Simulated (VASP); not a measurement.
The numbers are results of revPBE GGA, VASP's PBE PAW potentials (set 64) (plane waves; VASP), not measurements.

VASP ran on this input.

File KPOINTS:
```
Automatic mesh
0
Gamma
7 7 7
0 0 0
```

POSCAR:
```
SrVO3
1.0
  3.8893257660   0.0000000000   0.0000000000
  0.0000000000   3.8893257660   0.0000000000
  0.0000000000   0.0000000000   3.8893257660
Sr V O
1 1 3
Direct
  0.0000000000   0.0000000000   0.0000000000
  0.5000000000   0.5000000000   0.5000000000
  0.5000000000   0.0000000000   0.5000000000
  0.0000000000   0.5000000000   0.5000000000
  0.5000000000   0.5000000000   0.0000000000
```

**INCAR**
```
! general
SYSTEM   =  SrVO3
PREC     =  Accurate
ENCUT    =  520
LREAL    =  .FALSE.   ! projection in real space or not
LASPH    =  .TRUE.

! electronic loop
EDIFF    =  1E-6   ! SCF stop (eV)
NELM     =  100
ALGO     =  Normal
LMAXMIX  =  4

! smearing
ISMEAR   =  1   ! Methfessel-Paxton
SIGMA    =  0.1   ! width (eV)

! functional
GGA      =  RE   ! revPBE

! ions
IBRION   =  2
NSW      =  60
ISIF     =  3   ! ions, shape and volume
EDIFFG   =  -0.02   ! ionic stop

! output
LWAVE    =  .FALSE.
LCHARG   =  .FALSE.
```

POTCAR, in this order: Sr_sv V_sv O (PBE.64 set). Program: vasp_std.

What VASP printed:

OUTCAR:
```
 ion  position               nearest neighbor table
   1  0.000  0.000  0.000-   3 2.75   4 2.75   5 2.75   3 2.75   4 2.75   4 2.75   5 2.75   4 2.75
                             3 2.75   5 2.75   3 2.75   5 2.75   2 3.37   2 3.37   2 3.37   2 3.37
   2  0.500  0.500  0.500-   3 1.94   4 1.94   5 1.94   5 1.94   3 1.94   4 1.94   1 3.37   1 3.37
                             1 3.37   1 3.37   1 3.37   1 3.37   1 3.37   1 3.37
   3  0.500  0.000  0.500-   2 1.94   2 1.94   1 2.75   1 2.75   1 2.75   1 2.75
   4  0.000  0.500  0.500-   2 1.94   2 1.94   1 2.75   1 2.75   1 2.75   1 2.75
   5  0.500  0.500  0.000-   2 1.94   2 1.94   1 2.75   1 2.75   1 2.75   1 2.75
  LATTYP: Found a simple cubic cell.
 ALAT       =     3.8893257660
 Subroutine PRICEL returns:
 Original cell was already a primitive cell.
 Subroutine GETGRP returns: Found 48 space group operations
The static configuration has the point symmetry O_h .
The dynamic configuration has the point symmetry O_h .
 Subroutine INISYM returns: Found 48 space group operations
 Subroutine IBZKPT returns following result:
 Found     20 irreducible k-points:

 Following reciprocal coordinates:
            Coordinates               Weight
  0.000000  0.000000  0.000000      1.000000
  0.142857  0.000000  0.000000      6.000000
  0.285714  0.000000  0.000000      6.000000
  0.428571  0.000000  0.000000      6.000000
...
```

File OSZICAR:
```
       N       E                     dE             d eps       ncg     rms          rms(c)
DAV:   1     0.446291526379E+03    0.44629E+03   -0.24160E+04   960   0.179E+03
DAV:   2    -0.206159300309E+02   -0.46691E+03   -0.46277E+03  1208   0.486E+02
DAV:   3    -0.472234847348E+02   -0.26608E+02   -0.26538E+02  1024   0.127E+02
DAV:   4    -0.480564524271E+02   -0.83297E+00   -0.83271E+00  1680   0.197E+01
DAV:   5    -0.480621868489E+02   -0.57344E-02   -0.57348E-02  1168   0.139E+00    0.360E+01
DAV:   6    -0.394290138704E+02    0.86332E+01   -0.10106E+02  1280   0.736E+01    0.191E+01
DAV:   7    -0.383556211949E+02    0.10734E+01   -0.38512E+01  1128   0.548E+01    0.165E+01
DAV:   8    -0.375139865472E+02    0.84163E+00   -0.33509E+00  1096   0.162E+01    0.535E+00
DAV:   9    -0.375182373022E+02   -0.42508E-02   -0.95873E-01  1232   0.730E+00    0.240E+00
DAV:  10    -0.374940169127E+02    0.24220E-01   -0.52452E-01  1096   0.642E+00    0.118E+00
DAV:  11    -0.374826582236E+02    0.11359E-01   -0.90049E-02  1072   0.254E+00    0.347E-01
DAV:  12    -0.374823363027E+02    0.32192E-03   -0.49582E-03  1232   0.624E-01    0.881E-02
DAV:  13    -0.374823435133E+02   -0.72106E-05   -0.36306E-04  1264   0.121E-01    0.341E-02
DAV:  14    -0.374823346080E+02    0.89053E-05   -0.23436E-04  1064   0.882E-02    0.335E-02
DAV:  15    -0.374823314074E+02    0.32006E-05   -0.67494E-05  1104   0.737E-02    0.117E-02
DAV:  16    -0.374823311390E+02    0.26836E-06   -0.34880E-06   848   0.172E-02
   1 F= -.37482331E+02 E0= -.37481272E+02  d E =-.374823E+02
```

OUTCAR:
```
------------------------ aborting loop because EDIFF is reached ----------------------------------------
  FORCE on cell =-STRESS in cart. coord.  units (eV):
  Direction    XX          YY          ZZ          XY          YZ          ZX
  --------------------------------------------------------------------------------------
  Total       -0.0130455     -0.0130455     -0.0130455     -0.0000000      0.0000000     -0.0000000
  in kB       -0.3552611     -0.3552611     -0.3552611     -0.0000000      0.0000000     -0.0000000
  external PRESSURE =      -0.3552611 kB  Pullay stress =       0.0000000 kB
  volume of cell :       58.83
      direct lattice vectors                 reciprocal lattice vectors
     3.889325766  0.000000000  0.000000000     0.257113973  0.000000000  0.000000000
     0.000000000  3.889325766  0.000000000     0.000000000  0.257113973  0.000000000
     0.000000000  0.000000000  3.889325766     0.000000000  0.000000000  0.257113973
 POSITION                                       TOTAL-FORCE (eV/Angst)
 -----------------------------------------------------------------------------------
      0.00000      0.00000      0.00000         0.000000      0.000000      0.000000
      1.94466      1.94466      1.94466         0.000000      0.000000      0.000000
      1.94466      0.00000      1.94466         0.000000      0.000000      0.000000
      0.00000      1.94466      1.94466         0.000000      0.000000      0.000000
      1.94466      1.94466      0.00000         0.000000      0.000000      0.000000
 -----------------------------------------------------------------------------------
    total drift:                                0.000000      0.000000     -0.000000
  FREE ENERGIE OF THE ION-ELECTRON SYSTEM (eV)
  ---------------------------------------------------
  free  energy   TOTEN  =       -37.4823311390 eV

  energy  without entropy=      -37.4791543570  energy(sigma->0) =      -37.48127221

 reached required accuracy - stopping structural energy minimisation
```
(Selected blocks of OUTCAR.)

The compound is SrVO3 in the cubic perovskite structure. It was relaxed first. The start is the result of an earlier pass. The run is not spin-polarised, so no magnetic state was tried. The electron count is odd and the run is not spin-polarised, which forces a metal.
